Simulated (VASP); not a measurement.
Crystal: Si.

```
Si
1.0
     0.00000    2.71550    2.71550
     2.71550    0.00000    2.71550
     2.71550    2.71550    0.00000
Si
2
Direct
  0.00000 0.00000 0.00000
  0.25000 0.25000 0.25000
```

Base run:

- Program: VASP 6.6.1
- Functional: PBE
- Potentials or basis: VASP PAW PBE potentials, release 64 (Si)
- Cutoff: 520 eV
- k mesh: 8 × 8 × 8
- Occupations: fermi-dirac, width 0.02 eV
- Spin: no spin polarisation

Its results: band gap on the k mesh 0.62 eV, indirect (least direct gap 2.57 eV).

Q: The run is repeated on the same cell with these changes: functional from PBE to LDA; potentials or basis from VASP PAW PBE potentials, release 64 (Si) to VASP PAW LDA potentials, release 64 (Si). What comes out?

A: Band gap on the k mesh 0.51 eV, indirect (least direct gap 2.52 eV).

A k mesh can miss the band edges.

Not every run made on this cell is shown here.
